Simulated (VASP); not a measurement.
The system is Ga11FeAs12 (a cell with a defect).

```
Fe Ga As
1.0
     0.00000    8.48055    8.48055
     5.65370    0.00000    5.65370
     5.65370    5.65370    0.00000
Fe Ga As
1 11 12
Direct
  0.00012 0.00032 0.99884
  0.00176 0.00185 0.49725
  0.00218 0.49840 0.99916
  0.00124 0.49931 0.49693
  0.33075 0.00212 0.00079
  0.33044 0.00316 0.49933
  0.33049 0.50214 0.00003
  0.33175 0.50165 0.50004
  0.66794 0.00116 0.00030
  0.66623 0.00221 0.49696
  0.66622 0.49759 0.00043
  0.66682 0.50104 0.49838
  0.08065 0.12176 0.12047
  0.08118 0.12245 0.63415
  0.08110 0.63560 0.12019
  0.08233 0.62637 0.62386
  0.41739 0.12590 0.12319
  0.41604 0.12591 0.62464
  0.41606 0.62600 0.12418
  0.41685 0.62660 0.62346
  0.75732 0.12179 0.12114
  0.75084 0.12507 0.62388
  0.75123 0.62486 0.12243
  0.75055 0.62572 0.62394
```

Base run:

* Program: VASP 6.6.1
* Functional: PBEsol
* Potentials or basis: VASP PAW PBE potentials, release 64 (Fe, Ga_d, As)
* Cutoff: 350 eV
* k mesh: 2 × 3 × 3
* Occupations: gaussian, width 0.03 eV
* Spin: collinear spin, ferromagnetic start
* Starting moments: [1.0, 0.0, 0.0, 0.0, 0.0, 0.0, 0.0, 0.0, 0.0, 0.0, 0.0, 0.0, 0.0, 0.0, 0.0, 0.0, 0.0, 0.0, 0.0, 0.0, 0.0, 0.0, 0.0, 0.0] μB
* Fixed moment: 1 μB
* Hubbard terms: Fe d U = 4 eV

Its results: pressure -0.4 GPa; net moment 1.00 μB per cell; site moments Fe +2.33; Ga -0.01, -0.02, -0.00; As -0.14, -0.13, -0.02, -0.06, -0.03 μB; largest force 0.134 eV/Å.

Question: After a change of settings the same cell gave: pressure 0.1 GPa; net moment 3.74 μB per cell; site moments Fe +3.42; Ga +0.01, -0.00; As -0.00, +0.00, -0.01, +0.01 μB; largest force 0.585 eV/Å. Which change was it?
A. k mesh from 2 × 3 × 3 to 2 × 2 × 2; hubbard terms from Fe d U = 4 eV to Fe d U = 6 eV
B. k mesh from 2 × 3 × 3 to 2 × 2 × 2; fixed moment from 1 μB to none
C. k mesh from 2 × 3 × 3 to 2 × 2 × 2; hubbard terms from Fe d U = 4 eV to none

Answer: B.

Caveats: some runs use coarse meshes; the cutoff is under 1.25 times the usual one of these potentials, so pressure, stress and relaxed cells hold a basis-set (Pulay) error; the PAW data sets were made with another functional, which shifts forces and pressure a little; the U is typed as a test and isn't derived for this compound; the total moment is fixed, so each spin has its own Fermi level (some runs); only a ferromagnetic start was run, and an antiferromagnetic order may lie lower in energy (some runs).
